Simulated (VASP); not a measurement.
Input:

Space group Fm-3m (No. 225); a = 4.2949 Å, b = 4.2949 Å, c = 4.2949 Å, α = 90.00°, β = 90.00°, γ = 90.00°

```csv
atom,site,symmetry,x,y,z
Ti,4a,m-3m,0.0000,0.0000,0.0000
C,4b,m-3m,0.5000,0.5000,0.5000
```
(The calculation used a cell of 2 atoms; values per cell refer to that cell.)

All values below come from PBEsol GGA, VASP's PBE PAW potentials (set 64) (plane waves; VASP). Numerical set-up: 520 eV cut-off, 15×15×15 Γ-centred mesh, first-order Methfessel-Paxton smearing of 0.10 eV, potentials Ti_sv C.

Task: Give the energy at these volumes per atom, relative to the lowest: 9.31, 9.61, 9.90, 10.20, 10.50 Å³.

Result: 32.6, 7.7, 0.0, 7.1, 26.9 meV/atom. A third-order Birch-Murnaghan fit gives B0 = 265 GPa and B0′ = 4.0.

Measured: a 4.330 Å (computed value off by -0.8 %), as given by Guo-Xu Zhang et al., New Journal of Physics (2018), doi:10.1088/1367-2630/aac7f0. The calculation is for a static lattice, while the measured a holds thermal and zero-point effects, which are part of the difference.

The compound is TiC in the rock salt structure. It was relaxed first.
